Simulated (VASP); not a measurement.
# Lattice of AlCo, functional by functional, part 2 of 3

Aim: relax AlCo at several levels of theory and compare the cells. The starting structure is a computed structure from the Materials Project. The first relaxation on each setting starts from this cell expanded by 3 % in volume.

VASP 6.6.1.

Results so far: PBEsol 11.24 Å³ an atom; LDA 10.92 Å³ an atom; PBE 11.59 Å³ an atom.

## (5) Relaxation with PBEsol + D3(BJ)

Level of this step: PBEsol with D3(BJ), spin-polarised from a ferromagnetic start; plane waves and PAW (Co, Al) (VASP).

D3 with Becke-Johnson damping keeps a finite attraction at short range. This run starts from the cell of an earlier relaxation, which isn't shown; the restart sets up the plane waves anew.

File INCAR:

```
SYSTEM = AlCo
PREC = Accurate
ENCUT = 450
EDIFF = 1E-06
NELM = 100
ISMEAR = 1
SIGMA = 0.15
LREAL = .FALSE.
ALGO = Normal
GGA = PS
IVDW = 12
NBANDS = 13
ISPIN = 2
MAGMOM = 2 0
LMAXMIX = 4
LORBIT = 11
LWAVE = .FALSE.
LCHARG = .FALSE.
KPAR = 4
IBRION = 2
NSW = 50
ISIF = 3
EDIFFG = -0.006
```

File POSCAR:

```
AlCo
1.0
    2.7945810408      0.0000000000      0.0000000000
    0.0000000000      2.7945810408      0.0000000000
    0.0000000000      0.0000000000      2.7945810408
Co Al
1 1
Direct
    0.5000000000      0.5000000000      0.5000000000
    0.0000000000      0.0000000000      0.0000000000
```

File KPOINTS:

```
Automatic mesh
0
Gamma
16 16 16
0 0 0
```

The projector-augmented-wave data sets are Co and Al (PBE family, release 64).

Run with:

```console
> mpirun -np 4 vasp_std
```

What it wrote:

```text
[banner, memory and clock lines left out]
running    4 mpi-ranks, on    1 nodes
[...]
[... a notice as in an earlier step ...]

 LDA part: xc-table for (Slater+PW92), standard interpolation
 POSCAR, INCAR and KPOINTS ok, starting setup
[...]
entering main loop
       N       E                     dE             d eps       ncg     rms          rms(c)
DAV:   1     0.329535857526E+02    0.32954E+02   -0.48204E+03  8801   0.884E+02
DAV:   2    -0.130584022823E+02   -0.46012E+02   -0.41862E+02  8925   0.164E+02
DAV:   3    -0.145022663088E+02   -0.14439E+01   -0.14284E+01 10404   0.339E+01
DAV:   4    -0.145238995915E+02   -0.21633E-01   -0.21626E-01 10192   0.377E+00
[...]
DAV:  12    -0.130631888334E+02   -0.85812E-06   -0.20272E-04 11433   0.130E-01    0.332E-02
DAV:  13    -0.130631905124E+02   -0.16790E-05   -0.51545E-06 10020   0.204E-02    0.143E-02
DAV:  14    -0.130631904925E+02    0.19924E-07   -0.13218E-06  5505   0.124E-02
   1 F= -.13915947E+02 E0= -.13916378E+02  d E =-.139159E+02  mag=     0.0001
[...]
DAV:   1    -0.130625453420E+02    0.64517E-03   -0.20746E-03  9645   0.681E-01    0.119E-01
DAV:   2    -0.130627994405E+02   -0.25410E-03   -0.58758E-03 10125   0.975E-01    0.162E-01
DAV:   3    -0.130623745343E+02    0.42491E-03   -0.25123E-03 10045   0.645E-01    0.187E-02
DAV:   4    -0.130623701105E+02    0.44238E-05   -0.12732E-05  9826   0.298E-02    0.340E-03
DAV:   5    -0.130623700170E+02    0.93542E-07   -0.56709E-07  4958   0.755E-03
   2 F= -.13915952E+02 E0= -.13916382E+02  d E =-.456353E-05  mag=     0.0000
 trial-energy change:   -0.000005  1 .order   -0.000000   -0.000013    0.000012
 step:   0.7186(harm=  0.5075)  dis= 0.00000  next Energy=   -13.915954 (dE=-0.621E-05)
[...]
N       E                     dE             d eps       ncg     rms          rms(c)
DAV:   1    -0.130626177852E+02   -0.24767E-03   -0.16106E-04  9580   0.188E-01    0.334E-02
DAV:   2    -0.130626373026E+02   -0.19517E-04   -0.46199E-04 10150   0.273E-01    0.455E-02
DAV:   3    -0.130626040800E+02    0.33223E-04   -0.19724E-04 10060   0.181E-01    0.524E-03
DAV:   4    -0.130626035529E+02    0.52709E-06   -0.92143E-07  5081   0.837E-03
   3 F= -.13915954E+02 E0= -.13916384E+02  d E =-.613526E-05  mag=    -0.0000
[...]
reached required accuracy - stopping structural energy minimisation
```

It took 11 s on 4 MPI ranks of Intel Xeon 6975P-C (Granite Rapids), shared host; peak memory 0.71 GiB; 42 s of CPU time.

From OUTCAR (step 5):

```text
 Edisp (eV)   -0.85358

 Edisp (eV)   -0.85335

  Total       0.00659     0.00659     0.00659     0.00000     0.00000    -0.00000
  in kB       0.48441     0.48441     0.48441     0.00000     0.00000    -0.00000
  external pressure =        0.48 kB  Pullay stress =        0.00 kB

 POSITION                                       TOTAL-FORCE (eV/Angst)
 -----------------------------------------------------------------------------------
      1.39697      1.39697      1.39697        -0.000000      0.000000      0.000000
      0.00000      0.00000      0.00000         0.000000     -0.000000      0.000000
 -----------------------------------------------------------------------------------
    total drift:                               -0.000000      0.000000     -0.000000

  FREE ENERGIE OF THE ION-ELECTRON SYSTEM (eV)
  ---------------------------------------------------
  free  energy   TOTEN  =       -13.9159535985 eV

  energy  without entropy=      -13.9172441457  energy(sigma->0) =      -13.91638378

 magnetization (x)
# of ion       s       p       d       tot
------------------------------------------
    1       -0.000  -0.000  -0.000  -0.000
    2        0.000   0.000   0.000   0.000
--------------------------------------------------
tot          0.000   0.000  -0.000  -0.000

[... 2 parts as in an earlier step ...]

[... 2 further parts left out ...]
[key lines of the parts left out:]
E-fermi :  11.2738
```

With PBEsol + D3(BJ) the relaxed cell holds 10.905 Å³ an atom, -2.69 % against the starting cell, with a = 2.794 Å. That is -2.98 % from PBEsol.

## (6) Relaxation with r2SCAN

r2SCAN adds the kinetic-energy density, costs more than a GGA and is run with LASPH.

Edit INCAR of step 5 so:

```diff
@@ -9,4 +9,4 @@
 ALGO = Normal
-GGA = PS
-IVDW = 12
+METAGGA = R2SCAN
+LASPH = .TRUE.
 NBANDS = 13
```

File POSCAR:

```
AlCo
1.0
    2.8473199088      0.0000000000      0.0000000000
    0.0000000000      2.8473199088      0.0000000000
    0.0000000000      0.0000000000      2.8473199088
Co Al
1 1
Direct
    0.5000000000      0.5000000000      0.5000000000
    0.0000000000      0.0000000000      0.0000000000
```

KPOINTS is that of step 5.

Run with:

```console
> mpirun -np 4 vasp_std
```

What it wrote:

```text
[banner, memory and clock lines left out]
running    4 mpi-ranks, on    1 nodes
[...]
[... a notice as in an earlier step ...]

 LDA part: xc-table for (None), standard interpolation
 POSCAR, INCAR and KPOINTS ok, starting setup
[...]
entering main loop
       N       E                     dE             d eps       ncg     rms          rms(c)
DAV:   1     0.246851849118E+02    0.24685E+02   -0.49118E+03  8753   0.899E+02
DAV:   2    -0.222710895555E+02   -0.46956E+02   -0.42975E+02  9055   0.169E+02
DAV:   3    -0.237890489541E+02   -0.15180E+01   -0.15026E+01 10338   0.357E+01
DAV:   4    -0.238128807621E+02   -0.23832E-01   -0.23825E-01 10382   0.401E+00
[...]
DAV:  15    -0.210691444645E+02   -0.59154E-05   -0.30056E-05 12223   0.462E-02    0.633E-03
DAV:  16    -0.210691468679E+02   -0.24034E-05   -0.10632E-05  8480   0.280E-02    0.284E-03
DAV:  17    -0.210691472383E+02   -0.37040E-06   -0.21279E-06  4900   0.121E-02
   1 F= -.21069147E+02 E0= -.21069196E+02  d E =-.210691E+02  mag=     0.0969
[... from here on, the cycles between the ionic steps are left out ...]
   2 F= -.21069860E+02 E0= -.21070333E+02  d E =-.712418E-03  mag=     0.0091
   3 F= -.21079239E+02 E0= -.21079823E+02  d E =-.100920E-01  mag=     0.0047
   4 F= -.21079246E+02 E0= -.21079831E+02  d E =-.100991E-01  mag=     0.0033
   5 F= -.21076936E+02 E0= -.21077490E+02  d E =-.778919E-02  mag=     0.0018
   6 F= -.21079230E+02 E0= -.21079813E+02  d E =-.100825E-01  mag=     0.0008
   7 F= -.21079246E+02 E0= -.21079832E+02  d E =-.165895E-04  mag=     0.0005
   8 F= -.21079248E+02 E0= -.21079833E+02  d E =-.179961E-04  mag=     0.0003
   9 F= -.21079244E+02 E0= -.21079829E+02  d E =-.147521E-04  mag=     0.0002
[...]
reached required accuracy - stopping structural energy minimisation
```

Elapsed: 2.3 min, on 4 MPI ranks; peak memory 0.72 GiB.

From OUTCAR (step 6):

```text
  Total       -0.0102284     -0.0102284     -0.0102284     -0.0000000     -0.0000000     -0.0000000
  in kB       -0.7301579     -0.7301579     -0.7301579     -0.0000000     -0.0000000     -0.0000000
  external PRESSURE =      -0.7301579 kB  Pullay stress =       0.0000000 kB

 POSITION                                       TOTAL-FORCE (eV/Angst)
 -----------------------------------------------------------------------------------
      1.41038      1.41038      1.41038         0.000000      0.000000      0.000000
      0.00000      0.00000      0.00000        -0.000000     -0.000000      0.000000
 -----------------------------------------------------------------------------------
    total drift:                               -0.000000      0.000000     -0.000000

  FREE ENERGIE OF THE ION-ELECTRON SYSTEM (eV)
  ---------------------------------------------------
  free  energy   TOTEN  =       -21.0792444751 eV

  energy  without entropy=      -21.0809990381  energy(sigma->0) =      -21.07982933

[... 3 parts as in an earlier step ...]

[... 2 further parts left out ...]
[key lines of the parts left out:]
E-fermi :  10.9413
```

Logs of long relaxations may skip ionic steps without a mark.

With r2SCAN the relaxed cell holds 11.222 Å³ an atom, +0.15 % against the starting cell, with a = 2.821 Å. That is -0.16 % from PBEsol.

## (7) Relaxation with r2SCAN + rVV10

rVV10 adds a nonlocal correlation energy for dispersion. This run starts from the cell of an earlier relaxation, which isn't shown; the restart sets up the plane waves anew.

Edit INCAR of step 6 so:

```diff
@@ -10,2 +10,6 @@
 METAGGA = R2SCAN
+LUSE_VDW = .TRUE.
+IVDW_NL = 2
+BPARAM = 11.95
+CPARAM = 0.0093
 LASPH = .TRUE.
```

File POSCAR:

```
AlCo
1.0
    2.8159584267      0.0000000000      0.0000000000
    0.0000000000      2.8159584267      0.0000000000
    0.0000000000      0.0000000000      2.8159584267
Co Al
1 1
Direct
    0.5000000000      0.5000000000      0.5000000000
    0.0000000000      0.0000000000      0.0000000000
```

KPOINTS is that of step 6.

Run with:

```console
> mpirun -np 4 vasp_std
```

What it wrote:

```text
[banner, memory and clock lines left out]
running    4 mpi-ranks, on    1 nodes
[...]
|                                                                             |
|               ----> ADVICE to this user running VASP <----                  |
|                                                                             |
|     You have switched on vdW-DFT.                                           |
|     This routine was written and supplied by Jiri Klimes. We recommend      |
|     that you carefully read and cite the following publications:            |
|       J. Klimes, D.R. Bowler, A. Michelides                                 |
|          J. Phys.: Cond Matt. 22 022201 (2010)                              |
|       J. Klimes, D.R. Bowler, A. Michelides                                 |
|          Phys. Rev. B. 83, 195131 (2011)                                    |
|     and references therein.                                                 |
|                                                                             |

[...]
Total rVV10 correction in eV:      0.2694460    15.7387609
Total rVV10 correction in eV:      0.2694460    15.7387609
Total rVV10 correction in eV:      0.2694460    15.7387609
Total rVV10 correction in eV:      0.2694460    15.7387609
DAV:  25    -0.208086745159E+02    0.19214E-04   -0.18043E-04 10996   0.112E-01    0.288E-02
Total rVV10 correction in eV:      0.2694462    15.7387609
Total rVV10 correction in eV:      0.2694462    15.7387609
Total rVV10 correction in eV:      0.2694462    15.7387609
Total rVV10 correction in eV:      0.2694462    15.7387609
DAV:  26    -0.208086735784E+02    0.93752E-06   -0.23863E-06  8699   0.180E-02
Total rVV10 correction in eV:      0.2694486    15.7387609
Total rVV10 correction in eV:      0.2694486    15.7387609
Total rVV10 correction in eV:      0.2694486    15.7387609
Total rVV10 correction in eV:      0.2694486    15.7387609
Total rVV10 correction in eV:      0.2694423    15.7387609
Total rVV10 correction in eV:      0.2694423    15.7387609
Total rVV10 correction in eV:      0.2694423    15.7387609
Total rVV10 correction in eV:      0.2694423    15.7387609
   1 F= -.20808674E+02 E0= -.20809115E+02  d E =-.208087E+02  mag=     0.0563
[...]
reached required accuracy - stopping structural energy minimisation
```

The job ended after 57 s (4 MPI ranks; peak memory 0.89 GiB; 3.8 min of CPU time).

Parts of OUTCAR (step 7):

```text
  Total        0.0106841      0.0106841      0.0106841      0.0000000      0.0000000      0.0000000
  in kB        0.7665983      0.7665983      0.7665983      0.0000000      0.0000000      0.0000000
  external PRESSURE =       0.7665983 kB  Pullay stress =       0.0000000 kB

 POSITION                                       TOTAL-FORCE (eV/Angst)
 -----------------------------------------------------------------------------------
      1.40798      1.40798      1.40798         0.000000      0.000000      0.000000
      0.00000      0.00000      0.00000         0.000000      0.000000      0.000000
 -----------------------------------------------------------------------------------
    total drift:                               -0.000000      0.000000     -0.000000

  FREE ENERGIE OF THE ION-ELECTRON SYSTEM (eV)
  ---------------------------------------------------
  free  energy   TOTEN  =       -20.8086735784 eV

  energy  without entropy=      -20.8099980802  energy(sigma->0) =      -20.80911508

 magnetization (x)
# of ion       s       p       d       tot
------------------------------------------
    1       -0.001  -0.005   0.066   0.060
    2       -0.000  -0.002   0.000  -0.003
--------------------------------------------------
tot         -0.002  -0.007   0.066   0.057

[... 2 parts as in an earlier step ...]

[... 2 further parts left out ...]
[key lines of the parts left out:]
E-fermi :  10.9904
```

With r2SCAN + rVV10 the relaxed cell holds 11.165 Å³ an atom, -0.37 % against the starting cell, with a = 2.816 Å. That is -0.67 % from PBEsol.

## (8) Relaxation with vdW-DF-cx

vdW-DF-cx takes its exchange from the same plasmon model as its correlation.

Edit INCAR of step 7 so:

```diff
@@ -9,7 +9,5 @@
 ALGO = Normal
-METAGGA = R2SCAN
+GGA = CX
+AGGAC = 0
 LUSE_VDW = .TRUE.
-IVDW_NL = 2
-BPARAM = 11.95
-CPARAM = 0.0093
 LASPH = .TRUE.
```

File POSCAR:

```
AlCo
1.0
    2.8473199088      0.0000000000      0.0000000000
    0.0000000000      2.8473199088      0.0000000000
    0.0000000000      0.0000000000      2.8473199088
Co Al
1 1
Direct
    0.5000000000      0.5000000000      0.5000000000
    0.0000000000      0.0000000000      0.0000000000
```

KPOINTS is that of step 7.

Run with:

```console
> mpirun -np 4 vasp_std
```

What it wrote:

```text
[banner, memory and clock lines left out]
running    4 mpi-ranks, on    1 nodes
[...]
[... a notice as in an earlier step ...]

 [... a notice as in an earlier step ...]

 LDA part: xc-table for (Slater+PW92), standard interpolation
 POSCAR, INCAR and KPOINTS ok, starting setup
[...]
entering main loop
       N       E                     dE             d eps       ncg     rms          rms(c)
DAV:   1     0.366439499000E+02    0.36644E+02   -0.47348E+03  8753   0.866E+02
DAV:   2    -0.848876755990E+01   -0.45133E+02   -0.41292E+02  9050   0.162E+02
DAV:   3    -0.989874581137E+01   -0.14100E+01   -0.13956E+01 10411   0.333E+01
DAV:   4    -0.991995505377E+01   -0.21209E-01   -0.21202E-01 10088   0.374E+00
[...]
DAV:  12    -0.868446018882E+01   -0.63603E-05   -0.78525E-05 11022   0.843E-02    0.343E-02
DAV:  13    -0.868446181123E+01   -0.16224E-05   -0.15713E-05 10714   0.320E-02    0.988E-03
DAV:  14    -0.868446144166E+01    0.36957E-06   -0.62557E-07  5250   0.903E-03
[...]
DAV:   6    -0.868550494785E+01   -0.53108E-05   -0.10105E-04 10340   0.122E-01    0.256E-02
DAV:   7    -0.868550534333E+01   -0.39548E-06   -0.18167E-06  9026   0.110E-02
   2 F= -.86855053E+01 E0= -.86859730E+01  d E =-.104390E-02  mag=     0.0000
 trial-energy change:   -0.001044  1 .order   -0.000032   -0.018463    0.018399
 step:   0.5418(harm=  0.5009)  dis= 0.00000  next Energy=    -8.689623 (dE=-0.516E-02)
[...]
N       E                     dE             d eps       ncg     rms          rms(c)
DAV:   1    -0.874553015350E+01   -0.60025E-01   -0.65826E-01  9460   0.121E+01    0.211E+00
DAV:   2    -0.883233249533E+01   -0.86802E-01   -0.19787E+00 10080   0.175E+01    0.295E+00
DAV:   3    -0.869091488036E+01    0.14142E+00   -0.80822E-01  9895   0.116E+01    0.327E-01
DAV:   4    -0.868967123885E+01    0.12436E-02   -0.30811E-03  9305   0.452E-01    0.111E-01
DAV:   5    -0.868953845138E+01    0.13279E-03   -0.50888E-04 13316   0.217E-01    0.205E-02
DAV:   6    -0.868954274098E+01   -0.42896E-05   -0.12641E-05  9611   0.415E-02    0.437E-03
DAV:   7    -0.868954238019E+01    0.36079E-06   -0.46582E-07  5310   0.960E-03
   3 F= -.86895424E+01 E0= -.86900211E+01  d E =-.508094E-02  mag=     0.0000
[...]
reached required accuracy - stopping structural energy minimisation
```

It took 28 s on 4 MPI ranks; peak memory 1.1 GiB; 1.8 min of CPU time.

(Continued in part 3 of 3.)

[Lines on the potential files, build, host, timing and source positions are cut from VASP's logs without a mark.]

[Logs are printed without paths, hosts, clocks, repeated set-up lines and the standing remarks that a program may print on its own settings, such as how far it seeks lower states.]

[Hosts, paths, dates, database ids (printed as entryN), source tags and the programs' standing remarks are cut or masked in the printed files.]
